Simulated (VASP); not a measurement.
VASP ran on this input.

KPOINTS:
```
K-points
0
Gamma
  10 10 10
```

INCAR:
```
# general
SYSTEM  = AuAl2
PREC    = Accurate
ENCUT   = 500   # plane-wave cut-off (eV)
LREAL   = .FALSE.
LASPH   = .TRUE.   # aspherical one-centre terms

# electronic loop
EDIFF   = 1E-6   # SCF stop (eV)
NELM    = 100   # most electronic steps
ALGO    = Normal
LMAXMIX = 6   # l cut-off of mixed one-centre charges

# smearing
ISMEAR  = 1
SIGMA   = 0.1   # width (eV)

# ions
IBRION  = 2
NSW     = 40
ISIF    = 3
EDIFFG  = -0.02   # ionic stop
PSTRESS = 450

# output
LWAVE   = .FALSE.
LCHARG  = .FALSE.
```

### POSCAR
```
AuAl2
1.0
  0.0000000000   2.7670966303   2.7670966303
  2.7670966303   0.0000000000   2.7670966303
  2.7670966303   2.7670966303   0.0000000000
Al Au
2 1
direct
  0.2500000000   0.2500000000   0.2500000000
  0.7500000000   0.7500000000   0.7500000000
  1.0000000000   1.0000000000   1.0000000000
```

POTCAR, in this order: Al Au (LDA.64 set). Program: vasp_std.

**Question.** Translate this LDA calculation to Ansatz.

**Answer.** One equivalent input (not run):
Ansatz 0.2 input:
```yaml
crystal:
  lattice:
    - [0.0000000, 2.7670966, 2.7670966]
    - [2.7670966, 0.0000000, 2.7670966]
    - [2.7670966, 2.7670966, 0.0000000]
  atoms:
    - { symbol: Al, position: [0.2500000, 0.2500000, 0.2500000] }
    - { symbol: Al, position: [0.7500000, 0.7500000, 0.7500000] }
    - { symbol: Au, position: [1.0000000, 1.0000000, 1.0000000] }
kpoints:
  mp_grid: { grid: [10, 10, 10] }
hamiltonian:
  xc: lda
  pseudopotentials: { kind: paw }
scf:
  occupations: { method: methfessel_paxton, width: 0.1 }
  max_iter: 100
relax:
  max_steps: 40
  f_tol: 0.02
  cell: { p_target: 45 }
output: { forces: true, stress: true, eigenvalues: true }
```
The two are equivalent in intent, not identical: each code has its own PAW files, so the cut-off isn't converted (ENCUT is set for VASP's; basis.ecutwfc is left out, and Ansatz then takes the one that its files recommend); Ansatz stops its SCF on the density residual and VASP on the energy change (EDIFF); Ansatz's lda is the Perdew-Wang form, while the LDA potentials of VASP carry Perdew-Zunger's.

The compound is AuAl2 in the fluorite structure. It was relaxed first under an external pressure of 45 GPa.
